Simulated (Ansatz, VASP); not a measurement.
# SnO (Romarchite): VASP beside Ansatz

Wanted: the spread between two codes on one cell, functional and k mesh. The cell is taken from a series of runs on this material, whose earlier steps may have relaxed, scaled, displaced or heated it; both programs get it as it stands.

Method: plane waves, with VASP 6.6.1 beside it; zone-centre phonons at PBEsol with D3(BJ), in Ansatz 0.2.0.

## Step 1: The starting structure

The structure is tetragonal, space group P4/nmm (No. 129). The conventional cell has a = 3.738 Å, b = 3.738 Å, c = 4.451 Å, α = 90.00°, β = 90.00°, γ = 90.00°. Nearest to O lie 4 Sn at 2.20 Å. Sn has 4 O at 2.20 Å nearest. Farther neighbours and most contacts between anions are not listed.

As a file:

```
O Sn
1.0
     3.73780    0.00000    0.00000
     0.00000    3.73780    0.00000
     0.00000    0.00000    4.45128
O Sn
2 2
Cartesian
  0.0000 0.0000 0.0000
  1.8689 1.8689 0.0000
  1.8689 0.0000 1.1598
  0.0000 1.8689 3.2915
```

## Step 2: VASP: zone-centre phonons, PBEsol with D3(BJ)

Second derivatives magnify differences that forces hide, and they need a tight electronic threshold.

Lines of VASP's logs that name or quote its potential files are left out, and so is its time.

File INCAR:

```
SYSTEM = SnO
PREC = Accurate
ENCUT = 600
EDIFF = 1E-08
NELM = 120
ISMEAR = 1
SIGMA = 0.2
LREAL = .FALSE.
ALGO = Normal
GGA = PS
IVDW = 12
NBANDS = 26
LORBIT = 11
LWAVE = .FALSE.
LCHARG = .FALSE.
ISIF = 2
IBRION = 6
NFREE = 2
POTIM = 0.015
NSW = 1
LASPH = .TRUE.
GGA_COMPAT = .FALSE.
KPAR = 2
```

File POSCAR:

```
SnO
1.0
    3.7377980706      0.0000000000      0.0000000000
    0.0000000000      3.7377980706      0.0000000000
    0.0000000000      0.0000000000      4.4512818616
O Sn
2 2
Direct
    0.0000000000      0.0000000000      0.0000000000
    0.5000000000      0.5000000000      0.0000000000
    0.5000000000      0.0000000000      0.2605609186
    0.0000000000      0.5000000000      0.7394390814
```

File KPOINTS:

```
Automatic mesh
0
Gamma
12 12 12
0 0 0
```

The projector-augmented-wave data sets are O and Sn_d (PBE family, release 64).

Run with:

```sh
$ mpirun -np 2 vasp_std
```

Numbers of over 12 decimals in the logs are rounded to 6 here.

What it wrote:

```text
[banner, memory and clock lines left out]
running    2 mpi-ranks, on    1 nodes
 distrk:  each k-point on    1 cores,    2 groups
 distr:  one band on    1 cores,    1 groups

 POSCAR found type information on POSCAR O Sn
 POSCAR found :  2 types and       4 ions
|                                                                             |
|               ----> ADVICE to this user running VASP <----                  |
|                                                                             |
|     You enforced a specific xc type in the INCAR file but a different       |
|     [... a line on the potential file left out ...]
|     I HOPE YOU KNOW WHAT YOU ARE DOING!                                     |
|                                                                             |

 LDA part: xc-table for (Slater+PW92), standard interpolation
 POSCAR, INCAR and KPOINTS ok, starting setup
 FFT: planning ... GRIDC
 FFT: planning ... GRID_SOFT
 FFT: planning ... GRID
 WAVECAR not read
 entering main loop
       N       E                     dE             d eps       ncg     rms          rms(c)
DAV:   1     0.426205237385E+03    0.42621E+03   -0.22010E+04 10304   0.267E+03
DAV:   2     0.352726348995E+02   -0.39093E+03   -0.37983E+03 10624   0.586E+02
DAV:   3    -0.244055496453E+02   -0.59678E+02   -0.58518E+02 11644   0.194E+02
DAV:   4    -0.271713541498E+02   -0.27658E+01   -0.27477E+01 12258   0.433E+01
DAV:   5    -0.272300280282E+02   -0.58674E-01   -0.58611E-01 12136   0.683E+00    0.108E+01
DAV:   6    -0.241668966904E+02    0.30631E+01   -0.14846E+01 16948   0.459E+01    0.469E+00
DAV:   7    -0.241618947521E+02    0.50019E-02   -0.16998E+00 11594   0.842E+00    0.242E+00
DAV:   8    -0.241420365833E+02    0.19858E-01   -0.33017E-01 14744   0.406E+00    0.813E-01
DAV:   9    -0.241282434938E+02    0.13793E-01   -0.66314E-02 16186   0.299E+00    0.209E-01
DAV:  10    -0.241291362665E+02   -0.89277E-03   -0.78162E-03 15122   0.932E-01    0.121E-01
DAV:  11    -0.241288589683E+02    0.27730E-03   -0.16583E-03 15824   0.435E-01    0.204E-02
DAV:  12    -0.241288830811E+02   -0.24113E-04   -0.23112E-04 10734   0.927E-02    0.273E-02
DAV:  13    -0.241288758418E+02    0.72393E-05   -0.26450E-05 14602   0.398E-02    0.200E-03
DAV:  14    -0.241288759412E+02   -0.99479E-07   -0.23966E-06 14764   0.117E-02    0.280E-03
DAV:  15    -0.241288760450E+02   -0.10373E-06   -0.99401E-08 13554   0.270E-03    0.189E-03
DAV:  16    -0.241288761228E+02   -0.77829E-07   -0.94292E-08 10080   0.275E-03    0.195E-04
DAV:  17    -0.241288761359E+02   -0.13080E-07   -0.56311E-09  5800   0.731E-04    0.143E-04
DAV:  18    -0.241288761229E+02    0.12991E-07   -0.13706E-09  5540   0.369E-04    0.301E-05
DAV:  19    -0.241288761285E+02   -0.55943E-08   -0.31797E-10  5498   0.246E-04
   1 F= -.25104389E+02 E0= -.25104059E+02  d E =-.989679E-03
[... from here on, the cycles between the ionic steps are left out ...]
   2 F= -.25103318E+02 E0= -.25102989E+02  d E =-.989288E-03
   3 F= -.25103318E+02 E0= -.25102989E+02  d E =-.989270E-03
   4 F= -.25103544E+02 E0= -.25103214E+02  d E =-.990339E-03
   5 F= -.25103544E+02 E0= -.25103214E+02  d E =-.990320E-03
   6 F= -.25103708E+02 E0= -.25103377E+02  d E =-.992226E-03
   7 F= -.25103708E+02 E0= -.25103377E+02  d E =-.992227E-03
   8 F= -.25104336E+02 E0= -.25104114E+02  d E =-.664425E-03
 Finite differences progress:
  Degree of freedom:   4/  4
  Displacement:        1/  2
  Total:               7/  8
 bond charge predicted
       N       E                     dE             d eps       ncg     rms          rms(c)
DAV:   1    -0.241143538478E+02    0.14413E-01   -0.43849E+00 11638   0.119E+01    0.406E-01
DAV:   2    -0.241261068156E+02   -0.11753E-01   -0.12299E-01 15226   0.269E+00    0.135E-01
DAV:   3    -0.241259301204E+02    0.17670E-03   -0.10419E-03 15278   0.935E-01    0.974E-02
DAV:   4    -0.241258730189E+02    0.57102E-04   -0.38115E-04 17184   0.613E-01    0.336E-02
DAV:   5    -0.241258927021E+02   -0.19683E-04   -0.20121E-04 11232   0.141E-01    0.717E-03
DAV:   6    -0.241258926757E+02    0.26408E-07   -0.60113E-06 15360   0.323E-02    0.505E-03
DAV:   7    -0.241258925927E+02    0.82925E-07   -0.97993E-07 12718   0.174E-02    0.107E-03
DAV:   8    -0.241258926565E+02   -0.63708E-07   -0.14086E-07 15312   0.542E-03    0.708E-04
DAV:   9    -0.241258926837E+02   -0.27195E-07   -0.10426E-08  6032   0.283E-03    0.184E-04
DAV:  10    -0.241258926883E+02   -0.46512E-08   -0.95658E-09  5580   0.167E-03
   9 F= -.25101351E+02 E0= -.25100902E+02  d E =-.134603E-02
 Finite differences progress:
  Degree of freedom:   4/  4
  Displacement:        2/  2
  Total:               8/  8
```

From OUTCAR (step 2):

```text
ion  position               nearest neighbor table
   1  0.000  0.000  0.000-   3 2.20   4 2.20   4 2.20   3 2.20
   2  0.500  0.500  0.000-   3 2.20   4 2.20   3 2.20   4 2.20
   3  0.500  0.000  0.261-   1 2.20   2 2.20   2 2.20   1 2.20   4 3.40   4 3.40   4 3.40   4 3.40
                             4 3.52   4 3.52   4 3.52   4 3.52
   4  0.000  0.500  0.739-   1 2.20   2 2.20   1 2.20   2 2.20   3 3.40   3 3.40   3 3.40   3 3.40
                             3 3.52   3 3.52   3 3.52   3 3.52

  LATTYP: Found a simple tetragonal cell.
 ALAT       =     3.7377980706
 C/A-ratio  =     1.1908834500

 Subroutine GETGRP returns: Found 16 space group operations
 (whereof  8 operations were pure point group operations)

The static configuration has the point symmetry D_2d.
 The point group associated with its full space group is D_4h.

 Found    196 irreducible k-points:

   k-points           NKPTS =    196   k-points in BZ     NKDIM =    196   number of bands    NBANDS=     26

   dimension x,y,z NGX =    30 NGY =   30 NGZ =   36
   dimension x,y,z NGXF=    60 NGYF=   60 NGZF=   72

   ENCUT  =  600.0 eV  44.10 Ry    6.64 a.u.   7.47  7.47  8.89*2*pi/ulx,y,z

   NELECT =      40.0000    total number of electrons

 k-points in reciprocal lattice and weights: Automatic mesh
   0.00000000  0.00000000  0.00000000       0.001
   0.08333333  0.00000000  0.00000000       0.002
   0.16666667  0.00000000  0.00000000       0.002
   0.25000000  0.00000000  0.00000000       0.002
   0.33333333  0.00000000  0.00000000       0.002
   0.41666667  0.00000000  0.00000000       0.002
   0.50000000  0.00000000  0.00000000       0.001
   0.08333333  0.08333333  0.00000000       0.002
   0.16666667  0.08333333  0.00000000       0.005
[...]
24      14.1623      0.00000
    ...

 k-point     3 :       0.1667    0.0000    0.0000
  band No.  band energies     occupation
    ...
     16       1.9907      2.00000
     17       4.3767      2.00000
     18       4.8670      2.00000
     19       4.8734      2.00000
     20       8.4838      1.25887
     21      11.4131     -0.00000
     22      11.8825     -0.00000
     23      12.9785      0.00000
     24      14.3447      0.00000
     25      14.4291      0.00000
    ...

 k-point     4 :       0.2500    0.0000    0.0000
  band No.  band energies     occupation
    ...
     16       2.2191      2.00000
     17       4.0446      2.00000
     18       4.5688      2.00000
     19       4.6714      2.00000
     20       7.9283      2.00027
     21      11.2506     -0.00000
     22      12.4561     -0.00000
     23      13.2183      0.00000
     24      14.1284      0.00000
     25      14.7112      0.00000
    ...

 k-point     5 :       0.3333    0.0000    0.0000
  band No.  band energies     occupation
    ...
     16       2.5191      2.00000
     17       3.7812      2.00000
     18       4.1868      2.00000
     19       4.5897      2.00000
     20       7.0623      2.00000
     21      11.5226     -0.00000
     22      12.6648      0.00000
     23      13.5413      0.00000
     24      14.3655      0.00000
     25      14.9430      0.00000
    ...

 Edisp (eV)   -0.97546

  Total       1.14659     1.14659     1.22133     0.00000     0.00000     0.00000
  in kB      29.53952    29.53952    31.46484     0.00000     0.00000     0.00000
  external pressure =       30.18 kB  Pullay stress =        0.00 kB

  energy-cutoff  :      600.00
  volume of cell :       62.19
      direct lattice vectors                 reciprocal lattice vectors
     3.737798071  0.000000000  0.000000000     0.267537192  0.000000000  0.000000000
     0.000000000  3.737798071  0.000000000     0.000000000  0.267537192  0.000000000
     0.000000000  0.000000000  4.451281862     0.000000000  0.000000000  0.224654387

 POSITION                                       TOTAL-FORCE (eV/Angst)
 -----------------------------------------------------------------------------------
      0.00000      0.00000      0.00000         0.000000      0.000000     -0.053086
      1.86890      1.86890      0.00000         0.000000      0.000000     -0.053086
      1.86890      0.00000      1.14483         0.000000      0.000000      0.306794
      0.00000      1.86890      3.29145         0.000000      0.000000     -0.200623
 -----------------------------------------------------------------------------------
    total drift:                               -0.000000      0.000000      0.000400

  FREE ENERGIE OF THE ION-ELECTRON SYSTEM (eV)
  ---------------------------------------------------
  free  energy   TOTEN  =       -25.1013508940 eV

  energy  without entropy=      -25.1000048616  energy(sigma->0) =      -25.10090222

 Eigenvectors and eigenvalues of the dynamical matrix
 ----------------------------------------------------

   1 f  =   14.891874 THz    93.568407 2PiTHz  496.739464 cm-1    61.587817 meV
             X         Y         Z           dx          dy          dz
      0.000000  0.000000  0.000000    -0.004898   -0.704718   -0.000000
      1.868899  1.868899  0.000000     0.004898    0.704718    0.000000
      1.868899  0.000000  1.159830     0.000402   -0.057863    0.000000
      0.000000  1.868899  3.291452    -0.000402    0.057863   -0.000000

   2 f  =   14.891874 THz    93.568407 2PiTHz  496.739464 cm-1    61.587817 meV
             X         Y         Z           dx          dy          dz
      0.000000  0.000000  0.000000    -0.704718    0.004898    0.000000
      1.868899  1.868899  0.000000     0.704718   -0.004898   -0.000000
      1.868899  0.000000  1.159830     0.057863    0.000402    0.000000
      0.000000  1.868899  3.291452    -0.057863   -0.000402   -0.000000

   3 f  =   11.102827 THz    69.761120 2PiTHz  370.350446 cm-1    45.917582 meV
             X         Y         Z           dx          dy          dz
      0.000000  0.000000  0.000000    -0.000000   -0.000000    0.707107
      1.868899  1.868899  0.000000    -0.000000    0.000000   -0.707107
      1.868899  0.000000  1.159830     0.000000   -0.000000    0.000000
      0.000000  1.868899  3.291452    -0.000000   -0.000000    0.000000

   4 f  =   10.974073 THz    68.952137 2PiTHz  366.055689 cm-1    45.385101 meV
             X         Y         Z           dx          dy          dz
      0.000000  0.000000  0.000000    -0.000000    0.000000   -0.663798
      1.868899  1.868899  0.000000    -0.000000    0.000000   -0.663798
      1.868899  0.000000  1.159830     0.000000   -0.000000    0.243663
      0.000000  1.868899  3.291452     0.000000   -0.000000    0.243663

   5 f  =    8.935880 THz    56.145787 2PiTHz  298.068860 cm-1    36.955812 meV
             X         Y         Z           dx          dy          dz
      0.000000  0.000000  0.000000     0.663267    0.026351    0.000000
      1.868899  1.868899  0.000000     0.663267    0.026351   -0.000000
      1.868899  0.000000  1.159830    -0.243493   -0.009674   -0.000000
      0.000000  1.868899  3.291452    -0.243493   -0.009674   -0.000000

   6 f  =    8.935880 THz    56.145787 2PiTHz  298.068860 cm-1    36.955812 meV
             X         Y         Z           dx          dy          dz
      0.000000  0.000000  0.000000     0.026351   -0.663267    0.000000
      1.868899  1.868899  0.000000     0.026351   -0.663267   -0.000000
      1.868899  0.000000  1.159830    -0.009674    0.243493    0.000000
      0.000000  1.868899  3.291452    -0.009674    0.243493    0.000000

   7 f  =    6.503391 THz    40.862012 2PiTHz  216.929778 cm-1    26.895852 meV
             X         Y         Z           dx          dy          dz
      0.000000  0.000000  0.000000     0.000000   -0.000000    0.000000
      1.868899  1.868899  0.000000     0.000000   -0.000000    0.000000
      1.868899  0.000000  1.159830    -0.000000    0.000000    0.707107
      0.000000  1.868899  3.291452     0.000000   -0.000000   -0.707107

   8 f  =    3.746821 THz    23.541972 2PiTHz  124.980504 cm-1    15.495601 meV
             X         Y         Z           dx          dy          dz
      0.000000  0.000000  0.000000     0.054426    0.019651    0.000000
      1.868899  1.868899  0.000000    -0.054426   -0.019651   -0.000000
      1.868899  0.000000  1.159830     0.662851   -0.239332    0.000000
      0.000000  1.868899  3.291452    -0.662851    0.239332   -0.000000

   9 f  =    3.746821 THz    23.541972 2PiTHz  124.980504 cm-1    15.495601 meV
             X         Y         Z           dx          dy          dz
      0.000000  0.000000  0.000000     0.019651   -0.054426   -0.000000
      1.868899  1.868899  0.000000    -0.019651    0.054426    0.000000
      1.868899  0.000000  1.159830     0.239332    0.662851   -0.000000
      0.000000  1.868899  3.291452    -0.239332   -0.662851    0.000000

  10 f/i=    0.000116 THz     0.000727 2PiTHz    0.003860 cm-1     0.000479 meV
             X         Y         Z           dx          dy          dz
      0.000000  0.000000  0.000000    -0.234276   -0.067063    0.000000
      1.868899  1.868899  0.000000    -0.234276   -0.067063    0.000000
      1.868899  0.000000  1.159830    -0.638159   -0.182677    0.000000
      0.000000  1.868899  3.291452    -0.638159   -0.182677    0.000000

  11 f/i=    0.000116 THz     0.000727 2PiTHz    0.003860 cm-1     0.000479 meV
             X         Y         Z           dx          dy          dz
      0.000000  0.000000  0.000000     0.067063   -0.234276    0.000000
      1.868899  1.868899  0.000000     0.067063   -0.234276    0.000000
      1.868899  0.000000  1.159830     0.182677   -0.638159    0.000000
      0.000000  1.868899  3.291452     0.182677   -0.638159    0.000000

  12 f/i=    0.000516 THz     0.003240 2PiTHz    0.017199 cm-1     0.002132 meV
             X         Y         Z           dx          dy          dz
      0.000000  0.000000  0.000000     0.000000   -0.000000   -0.243663
      1.868899  1.868899  0.000000     0.000000   -0.000000   -0.243663
      1.868899  0.000000  1.159830     0.000000   -0.000000   -0.663798
      0.000000  1.868899  3.291452     0.000000   -0.000000   -0.663798

 ELASTIC MODULI CONTR FROM IONIC RELAXATION (kBar)
 Direction    XX          YY          ZZ          XY          YZ          ZX
 --------------------------------------------------------------------------------
 XX        -721.6414    -41.6915   -541.5010      0.0000     -0.0000     -0.0000
 YY         -41.6915   -721.6414   -541.5010      0.0000      0.0000      0.0000
 ZZ        -541.5010   -541.5010   -768.2713      0.0000      0.0000     -0.0000
 XY           0.0000      0.0000      0.0000      0.0000      0.0000      0.0000
 YZ          -0.0000      0.0000      0.0000      0.0000   -252.7747     -0.0000
 ZX          -0.0000      0.0000     -0.0000      0.0000     -0.0000   -252.7726
 --------------------------------------------------------------------------------

 total charge
# of ion       s       p       d       tot
------------------------------------------
    1        1.571   3.441   0.000   5.012
    2        1.571   3.441   0.000   5.012
    3        1.222   0.869  10.107  12.198
    4        1.222   0.869  10.107  12.198
--------------------------------------------------
tot          5.585   8.619  20.215  34.419

[... 1 further part left out ...]
```

The last energy, forces, stress and levels in OUTCAR belong to the last displaced cell, not to the cell of POSCAR.

Levels, forces or a CONTCAR printed for this step are those of its last displaced cell, not of the structure at rest.

[end of part 1 of 2]

[Lines on the potential files, build, host, timing and source positions are cut from VASP's logs without a mark.]

[Logs are printed without paths, hosts, clocks, repeated set-up lines and the standing remarks that a program may print on its own settings, such as how far it seeks lower states.]

[Hosts, paths, dates, database ids (printed as entryN), source tags and the programs' standing remarks are cut or masked in the printed files.]
